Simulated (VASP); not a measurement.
Input:

```yaml
crystal:
  lattice:
    - [1.50441, -2.67667, 0.00000]
    - [1.50441, 2.67667, 0.00000]
    - [0.00000, 0.00000, 3.17694]
  atoms:
    - { symbol: Ti, position: [0.00000, 0.00000, 0.00000] }
    - { symbol: B, position: [0.33333, 0.66667, 0.50000] }
    - { symbol: B, position: [0.68954, 0.35620, 0.50000] }
```

These are PBE GGA, VASP's PBE PAW potentials (set 64) (plane waves; VASP) values and carry that method's errors. Settings: 250 eV cut-off, 10×10×9 Γ-centred mesh, first-order Methfessel-Paxton smearing of 0.10 eV, potentials Ti_sv B.

At this cut-off the stress carries a Pulay error, which pulls relaxed volumes low.

Problem. Which forces act on the atoms, in eV/Å?

Solution. 
```tsv
atom	Fx	Fy	Fz
Ti1	0.527	0.020	0.000
B2	0.846	-0.166	0.000
B3	-1.372	0.146	0.000
```

Problem. Give the stress tensor in GPa (positive for a compressed cell).

Solution. 
```
 -1.36   -1.87    0.00
 -1.87  -17.17    0.00
  0.00    0.00   -1.98
```
The pressure is its mean diagonal, -6.84 GPa.

The compound is TiB2 in the AlB2 type structure. The cell was not relaxed at this level, atoms are displaced from their ideal sites. The run is one of a series of settings (ENCUT = 250 against the base run), some of them coarse on purpose.
